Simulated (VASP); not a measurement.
# NiSb: the relaxed cell at several levels

Aim: relax NiSb at several levels and hold each cell against experiment. The levels: PBE, LDA, r2SCAN and PBE + D3(BJ). LASPH is on for some levels and off for others; the table marks which. The start is a cell from a database of measured crystal structures.

Calculated with VASP 6.6.1; PBE, spin-polarised from a ferromagnetic start; plane waves and PAW (Ni, Sb), in the first sound run; inputs show where later runs differ.

## Step 1: The starting structure

Before any relaxation, the start is as follows. Symmetry: P6_3/mmc, No. 194, hexagonal system. Conventional cell: a = 3.946 Å, b = 3.946 Å, c = 5.148 Å, α = 90.00°, β = 90.00°, γ = 120.00°. Ni has 2 Ni at 2.57 Å and 6 Sb at 2.62 Å nearest. Sb has 6 Ni at 2.62 Å nearest. Farther neighbours are not listed.

## Step 2: Relaxation with PBE

Properties are meant for the cell that this level of theory prefers, so cell and atoms are relaxed first (ISIF = 3) until forces and stress are small; EDIFFG sets the threshold. PBE, the usual starting point, adds the gradient of the density.

File INCAR:

```
SYSTEM = NiSb
PREC = Accurate
ENCUT = 520
EDIFF = 1E-06
NELM = 100
ISMEAR = -1
SIGMA = 0.05
LREAL = .FALSE.
ALGO = Normal
GGA = PE
NBANDS = 23
ISPIN = 2
MAGMOM = 1 1 0 0
LMAXMIX = 4
LORBIT = 11
LWAVE = .FALSE.
LCHARG = .FALSE.
KPAR = 2
IBRION = 2
NSW = 60
ISIF = 3
EDIFFG = -0.01
```

File POSCAR:

```
NiSb
1.0
    3.9460000000      0.0000000000      0.0000000000
   -1.9730000000      3.4173362433      0.0000000000
    0.0000000000      0.0000000000      5.1480000000
Ni Sb
2 2
Direct
    0.0000000000      0.0000000000      0.0000000000
    0.0000000000      0.0000000000      0.5000000000
    0.3333333333      0.6666666667      0.2500000000
    0.6666666667      0.3333333333      0.7500000000
```

File KPOINTS:

```
Automatic mesh
0
Gamma
6 6 4
0 0 0
```

PAW data sets: Ni and Sb (PBE family, release 64).

The run is started by

```console
mpirun -np 2 vasp_std
```

The program printed:

```text
[banner, memory and clock lines left out]
running    2 mpi-ranks, on    1 nodes
 distrk:  each k-point on    1 cores,    2 groups
 distr:  one band on    1 cores,    1 groups

 POSCAR found type information on POSCAR NiSb
 POSCAR found :  2 types and       4 ions
 LDA part: xc-table for (Slater+PW92), standard interpolation
 POSCAR, INCAR and KPOINTS ok, starting setup
 FFT: planning ... GRIDC
 FFT: planning ... GRID_SOFT
 FFT: planning ... GRID
 WAVECAR not read
 entering main loop
       N       E                     dE             d eps       ncg     rms          rms(c)
DAV:   1     0.170282611630E+03    0.17028E+03   -0.12306E+04  1932   0.134E+03
DAV:   2    -0.122294472615E+02   -0.18251E+03   -0.17342E+03  2037   0.281E+02
DAV:   3    -0.213579079251E+02   -0.91285E+01   -0.88764E+01  2353   0.767E+01
DAV:   4    -0.215512719757E+02   -0.19336E+00   -0.19312E+00  2165   0.106E+01
DAV:   5    -0.215578688760E+02   -0.65969E-02   -0.65966E-02  2641   0.202E+00    0.140E+01
DAV:   6    -0.245274053236E+02   -0.29695E+01   -0.25459E+01  2205   0.908E+01    0.183E+01
DAV:   7    -0.202978539368E+02    0.42296E+01   -0.10590E+01  2310   0.639E+01    0.349E+00
DAV:   8    -0.203289306673E+02   -0.31077E-01   -0.95025E-01  2802   0.894E+00    0.249E+00
DAV:   9    -0.202806633323E+02    0.48267E-01   -0.16669E-01  2272   0.662E+00    0.697E-01
DAV:  10    -0.202819217850E+02   -0.12585E-02   -0.54422E-03  2328   0.659E-01    0.376E-01
DAV:  11    -0.202823038020E+02   -0.38202E-03   -0.88143E-04  2291   0.382E-01    0.195E-01
DAV:  12    -0.202821385279E+02    0.16527E-03   -0.55925E-04  2318   0.403E-01    0.413E-02
DAV:  13    -0.202821518884E+02   -0.13360E-04   -0.50988E-05  2187   0.568E-02    0.246E-02
DAV:  14    -0.202821522777E+02   -0.38937E-06   -0.52775E-06  2169   0.240E-02
   1 F= -.20282152E+02 E0= -.20271424E+02  d E =-.202822E+02  mag=     0.0001
 curvature:   0.00 expect dE= 0.000E+00 dE for cont linesearch  0.000E+00
 trial: gam= 0.00000 g(F)=  0.290E-51 g(S)=  0.297E-01 ort = 0.000E+00 (trialstep = 0.100E+01)
 search vector abs. value=  0.297E-01
 bond charge predicted
       N       E                     dE             d eps       ncg     rms          rms(c)
DAV:   1    -0.208444331447E+02   -0.56228E+00   -0.49833E+00  2142   0.339E+01    0.706E+00
DAV:   2    -0.220205577139E+02   -0.11761E+01   -0.10737E+01  2310   0.568E+01    0.114E+01
DAV:   3    -0.203062251690E+02    0.17143E+01   -0.43366E+00  2226   0.374E+01    0.165E+00
DAV:   4    -0.202898317033E+02    0.16393E-01   -0.12732E-01  2116   0.381E+00    0.714E-01
DAV:   5    -0.202840829102E+02    0.57488E-02   -0.74262E-03  2935   0.120E+00    0.145E-01
DAV:   6    -0.202839373796E+02    0.14553E-03   -0.86465E-04  2002   0.236E-01    0.560E-02
DAV:   7    -0.202839418367E+02   -0.44571E-05   -0.27958E-05  2438   0.398E-02    0.465E-02
DAV:   8    -0.202839479200E+02   -0.60833E-05   -0.59486E-06  2226   0.213E-02    0.140E-02
DAV:   9    -0.202839474384E+02    0.48165E-06   -0.18890E-06  1273   0.203E-02
   2 F= -.20283947E+02 E0= -.20273175E+02  d E =-.179516E-02  mag=     0.0000
[...]
3 F= -.20289512E+02 E0= -.20278761E+02  d E =-.735947E-02  mag=     0.0000
[...]
4 F= -.20289494E+02 E0= -.20278738E+02  d E =-.734181E-02  mag=     0.0000
[...]
5 F= -.20289508E+02 E0= -.20278751E+02  d E =-.735549E-02  mag=     0.0000
 curvature:  -0.16 expect dE=-0.248E-04 dE for cont linesearch -0.201E-05
 ZBRENT: accuracy reached
 trial: gam= 0.02625 g(F)=  0.850E-48 g(S)=  0.160E-03 ort =-0.620E-03 (trialstep = 0.908E+00)
 search vector abs. value=  0.148E-03
 bond charge predicted
       N       E                     dE             d eps       ncg     rms          rms(c)
DAV:   1    -0.202897978930E+02   -0.28957E-03   -0.63465E-03  2170   0.545E-01    0.995E-02
DAV:   2    -0.202896778260E+02    0.12007E-03   -0.23446E-04  2578   0.259E-01    0.688E-02
DAV:   3    -0.202896541827E+02    0.23643E-04   -0.28803E-04  2240   0.309E-01    0.609E-02
DAV:   4    -0.202895997214E+02    0.54461E-04   -0.86842E-05  2510   0.168E-01    0.488E-03
DAV:   5    -0.202896002158E+02   -0.49447E-06   -0.10841E-05  1953   0.318E-02    0.348E-03
DAV:   6    -0.202896001854E+02    0.30434E-07   -0.17293E-07  1008   0.460E-03
   6 F= -.20289600E+02 E0= -.20278923E+02  d E =-.924151E-04  mag=    -0.0000
 trial-energy change:   -0.000092  1 .order   -0.000093   -0.000130   -0.000055
 step:   1.5766(harm=  1.5766)  dis= 0.00000  next Energy=   -20.289621 (dE=-0.113E-03)
 reached required accuracy - stopping structural energy minimisation
```

It took 2.3 min on 2 MPI ranks of AMD EPYC 7R43, shared host; peak memory 0.45 GiB.

The logs omit lines about the potential files and the build; timing stands in the text.

OUTCAR, selected parts (step 2):

```text
ion  position               nearest neighbor table
   1  0.000  0.000  0.000-   2 2.57   2 2.57   4 2.62   3 2.62   3 2.62   4 2.62   4 2.62   3 2.62

  LATTYP: Found a hexagonal cell.
 ALAT       =     3.9460000000
 C/A-ratio  =     1.3046122656

 Subroutine GETGRP returns: Found 24 space group operations
 (whereof 12 operations were pure point group operations)

The static configuration has the point symmetry D_3d.
 The point group associated with its full space group is D_6h.

 Found     21 irreducible k-points:

   k-points           NKPTS =     21   k-points in BZ     NKDIM =     21   number of bands    NBANDS=     23

   dimension x,y,z NGX =    30 NGY =   30 NGZ =   40
   dimension x,y,z NGXF=    60 NGYF=   60 NGZF=   80

   ENCUT  =  520.0 eV  38.22 Ry    6.18 a.u.   7.34  7.34  9.57*2*pi/ulx,y,z

   NELECT =      30.0000    total number of electrons

 k-points in reciprocal lattice and weights: Automatic mesh
   0.00000000  0.00000000  0.00000000       0.007
   0.16666667  0.00000000  0.00000000       0.042
   0.33333333  0.00000000  0.00000000       0.042
   0.50000000  0.00000000  0.00000000       0.021
   0.16666667  0.16666667  0.00000000       0.042
   0.33333333  0.16666667  0.00000000       0.083
   0.33333333  0.33333333  0.00000000       0.014
   0.00000000  0.00000000  0.25000000       0.014
   0.16666667  0.00000000  0.25000000       0.083
[...]
0.33333333  0.16666667  0.50000000       0.083
   0.33333333  0.33333333  0.50000000       0.014

 average (electrostatic) potential at core
       1 -81.8656       2 -81.8656       3 -83.4351       4 -83.4351

 E-fermi :   9.6310

 spin component 1
 k-point     1 :       0.0000    0.0000    0.0000
  band No.  band energies     occupation
    ...
      9       7.5583      1.00000
     10       7.5583      1.00000
     11       8.3081      1.00000
     12       8.3081      1.00000
     13       9.5572      0.81395
     14      10.1852      0.00002
     15      10.1852      0.00002
     16      12.0020      0.00000
     17      12.0020      0.00000
     18      12.7294      0.00000
    ...

 k-point     2 :       0.1667    0.0000    0.0000
  band No.  band energies     occupation
    ...
     11       8.2909      1.00000
     12       8.3105      1.00000
     13       8.5304      1.00000
     14       9.2745      0.99920
     15       9.4482      0.97484
     16      10.9678      0.00000
     17      12.7555      0.00000
     18      12.8777      0.00000
     19      14.2182      0.00000
     20      15.2248      0.00000
    ...

 k-point     3 :       0.3333    0.0000    0.0000
  band No.  band energies     occupation
    ...
     11       7.7383      1.00000
     12       8.1421      1.00000
     13       8.2608      1.00000
     14       8.3173      1.00000
     15       8.9080      1.00000
     16       9.7828      0.04586
     17      11.2802      0.00000
     18      13.3068      0.00000
     19      13.3246      0.00000
     20      15.3024      0.00000
    ...

 k-point     4 :       0.5000    0.0000    0.0000
  band No.  band energies     occupation
    ...
     12       7.8016      1.00000
     13       8.0659      1.00000
     14       8.2515      1.00000
     15       8.3225      1.00000
     16       9.1832      0.99987
     17      10.6862      0.00000
     18      13.0229      0.00000
     19      13.4249      0.00000
     20      14.9065      0.00000
     21      14.9144      0.00000
    ...

 k-point     5 :       0.1667    0.1667    0.0000
  band No.  band energies     occupation
    ...
     11       7.7476      1.00000
     12       8.2729      1.00000
     13       8.3103      1.00000
     14       8.3957      1.00000
     15       9.2053      0.99980
     16      11.3172      0.00000
     17      11.5142      0.00000
     18      11.7605      0.00000
     19      13.9238      0.00000
     20      14.8185      0.00000
    ...

 k-point     6 :       0.3333    0.1667    0.0000
  band No.  band energies     occupation
    ...
     11       7.8749      1.00000
     12       7.9029      1.00000
     13       8.2598      1.00000
     14       8.3098      1.00000
     15       8.5213      1.00000
     16       9.9103      0.00374
     17      10.4304      0.00000
     18      11.5556      0.00000
     19      13.0404      0.00000
     20      14.2565      0.00000
    ...

  Total       -0.0353958     -0.0353958      0.0205668      0.0000000      0.0000000     -0.0000000
  in kB       -0.8026044     -0.8026044      0.4663542      0.0000000      0.0000000     -0.0000000
  external PRESSURE =      -0.3796182 kB  Pullay stress =       0.0000000 kB

  energy-cutoff  :      520.00
  volume of cell :       70.66
      direct lattice vectors                 reciprocal lattice vectors
     3.966155260  0.000000000 -0.000000000     0.252133347  0.145569256  0.000000000
    -1.983077630  3.434791210 -0.000000000     0.000000000  0.291138511  0.000000000
    -0.000000000 -0.000000000  5.186690555     0.000000000  0.000000000  0.192801169

 POSITION                                       TOTAL-FORCE (eV/Angst)
 -----------------------------------------------------------------------------------
      3.96616     -0.00000      5.18669         0.000000     -0.000000      0.000000
      3.96616     -0.00000      2.59335         0.000000      0.000000      0.000000
     -0.00000      2.28986      1.29667        -0.000000     -0.000000     -0.000000
      1.98308      1.14493      3.89002         0.000000     -0.000000      0.000000
 -----------------------------------------------------------------------------------
    total drift:                                0.000000     -0.000000     -0.000000

  FREE ENERGIE OF THE ION-ELECTRON SYSTEM (eV)
  ---------------------------------------------------
  free  energy   TOTEN  =       -20.2896001854 eV

  energy  without entropy=      -20.2682453526  energy(sigma->0) =      -20.27892277

 reached required accuracy - stopping structural energy minimisation

 total charge
# of ion       s       p       d       tot
------------------------------------------
    1        0.440   0.456   8.449   9.345
    2        0.440   0.456   8.449   9.345
    3        1.136   1.204   0.070   2.410
    4        1.136   1.204   0.070   2.410
--------------------------------------------------
tot          3.153   3.320  17.038  23.511

 magnetization (x)
# of ion       s       p       d       tot
------------------------------------------
    1        0.000   0.000  -0.000   0.000
    2        0.000   0.000  -0.000   0.000
    3       -0.000  -0.000   0.000  -0.000
    4       -0.000  -0.000   0.000  -0.000
--------------------------------------------------
tot          0.000   0.000  -0.000   0.000

[... 1 further part left out ...]
```

The moments of the start collapse, so the state is non-magnetic; other starts or orders were not tried. The k-mesh is coarse for a metal. LASPH is off, so gradient terms of the non-spherical density inside the spheres are left out; for open d or f shells this can shift gaps and moments. The run keeps the 24 symmetry operations of its start, so it cannot find a distortion of lower symmetry.

Relaxation path:

| step | energy less that of the first step (eV) | largest force (eV/Å) | pressure (GPa) | volume (Å³) |
| --- | --- | --- | --- | --- |
| 1 | 0.0000 | 0.0000 | 2.09 | 69.42 |
| 2 | -0.0018 | 0.0000 | -1.66 | 71.71 |
| 3 | -0.0074 | 0.0000 | 0.11 | 70.62 |
| 4 | -0.0073 | 0.0000 | -0.10 | 70.69 |
| 5 | -0.0074 | 0.0000 | -0.05 | 70.66 |
| 6 | -0.0074 | 0.0000 | -0.04 | 70.66 |

| conventional cell, symmetrised | before | after | change |
| --- | --- | --- | --- |
| a (Å) | 3.946 | 3.966 | +0.5 % |
| b (Å) | 3.946 | 3.966 | +0.5 % |
| c (Å) | 5.148 | 5.187 | +0.8 % |
| volume (Å³/atom) | 17.35 | 17.66 | +1.8 % |

Final coordinates:

```
Ni Sb
1.0
     3.96616    0.00000    0.00000
    -1.98308    3.43479    0.00000
     0.00000    0.00000    5.18669
Ni Sb
2 2
Direct
  0.00000 0.00000 0.00000
  0.00000 0.00000 0.50000
  0.33333 0.66667 0.25000
  0.66667 0.33333 0.75000
```

This step gave:

- electrons: 30
- bands: 23
- irreducible k-points: 21
- symmetry operations: 24
- free energy (TOTEN): -20.29 eV
- energy at zero smearing: -20.28 eV
- Fermi energy: 9.631 eV
- pressure: -0.03796 GPa
- metallic: yes
- SCF cycles over all ionic steps: 48

The spin moment in the PAW sphere vanishes on all atoms.

It ends with forces that vanish by symmetry and a pressure of -0.04 GPa. The volume lies +1.8 % from that of the database's start. The conventional cell has a = 3.966 and c = 5.187 Å.

[end of part 1 of 3]

[Lines on the potential files, build, host, timing and source positions are cut from VASP's logs without a mark.]

[Logs are printed without paths, hosts, clocks, repeated set-up lines and the standing remarks that a program may print on its own settings, such as how far it seeks lower states.]

[Hosts, paths, dates, database ids (printed as entryN), source tags and the programs' standing remarks are cut or masked in the printed files.]

[A measured line is paired with the nearest computed mode of its activity, which favours agreement.]
